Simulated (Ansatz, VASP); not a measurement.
# One calculation of Cu2Os, two programs

```
Cu Os
1.0
     0.00000    2.87030    2.87030
     2.87030    0.00000    2.87030
     2.87030    2.87030    0.00000
Cu Os
2 1
Direct
  0.25000 0.25000 0.25000
  0.75000 0.75000 0.75000
  0.00000 0.00000 0.00000
```

The cell was built by a generator and needn't be a form met in nature.

Alike in both runs: task single point; functional PBE; k mesh 14 × 14 × 14; occupations gaussian, width 0.1 eV; no spin polarisation.

|  | VASP | Ansatz |
| --- | --- | --- |
| version | VASP 6.6.1 | Ansatz 0.2.0 |
| potentials or method | VASP PAW PBE potentials, release 64 (Cu, Os) | scalar-relativistic, plane waves, PAW |
| plane-wave cutoff (eV) | 520 | 420 |
| valence electrons in the cell | 30 | 54 |

|  | VASP | Ansatz | Ansatz less VASP |
| --- | --- | --- | --- |
| gap on the k mesh at the Fermi level (eV) | none | none | - |
| pressure (GPa) | 0.3 | 0.0 | -0.29 |

A gap of «none» marks a metal or a gap that the smearing closes. The two sets of potentials don't hold the same shells in valence.

The runs have no spin-orbit coupling, so splittings on Os are missing.
